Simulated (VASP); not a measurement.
Calculation: r2SCAN meta-GGA, VASP's PBE PAW potentials (set 64) (plane waves; VASP).

A VASP calculation is set up with these files.

KPOINTS:
```
Automatic mesh
0
Gamma
10 10 10
0 0 0
```

**POSCAR**
```
Pb
1
    3.2070315173     0.0000000000    -0.0000000000
    0.0000000000     3.2070315173     0.0000000000
   -0.0000000000     0.0000000000     3.2070315173
Pb
1
Direct
  0.0000000000   0.0000000000   0.0000000000
```

### INCAR
```
SYSTEM=Pb
PREC=Accurate; ENCUT=400; LREAL=.FALSE.
LASPH=.TRUE.
EDIFF=1E-6; NELM=100; ALGO=Normal
LMAXMIX=4; LMIXTAU=.TRUE.
ISMEAR=1; SIGMA=0.1
METAGGA=R2SCAN
IBRION=2; NSW=60; ISIF=3
EDIFFG=-0.01
LWAVE=.FALSE.; LCHARG=.FALSE.
```

POTCAR, in this order: Pb_d (PBE.64 set). Program: vasp_std.

Unless said otherwise, spin-orbit coupling is left out, though it shifts the bands of the heavy elements here.

Task: Predict the energy per atom (σ→0), volume per atom, band gap (on the k-mesh).

Result: 
```
Item                                                        Result
------------------------  ----------------------------------------
energy per atom (σ→0)                              -56161 meV/atom
band gap (on the k-mesh)  none (metal, semimetal or under 0.01 eV)
volume per atom                                      32.95 Å³/atom
```

### OSZICAR
```
...
DAV:   2    -0.561613500781E+02    0.49110E-03   -0.95698E-04  1424   0.684E-01    0.448E-02
DAV:   3    -0.561612888726E+02    0.61206E-04   -0.28787E-04  1678   0.356E-01    0.323E-03
DAV:   4    -0.561612948035E+02   -0.59310E-05   -0.83053E-06  1241   0.329E-02    0.259E-03
DAV:   5    -0.561612873188E+02    0.74847E-05   -0.67598E-06  1238   0.300E-02    0.121E-03
DAV:   6    -0.561612939327E+02   -0.66139E-05   -0.50055E-06  1241   0.227E-02    0.774E-04
DAV:   7    -0.561612949620E+02   -0.10293E-05   -0.24642E-07   703   0.651E-03    0.426E-04
DAV:   8    -0.561612952744E+02   -0.31233E-06   -0.11228E-07   625   0.543E-03
   3 F= -.56161295E+02 E0= -.56161123E+02  d E =-.555851E-05
```

The structure was generated: Pb was put into the simple-cubic type (Pm-3m), which need not be its known phase. This run relaxes it. Symmetry was kept, so distortions that lower it aren't found. The start is the result of an earlier pass.
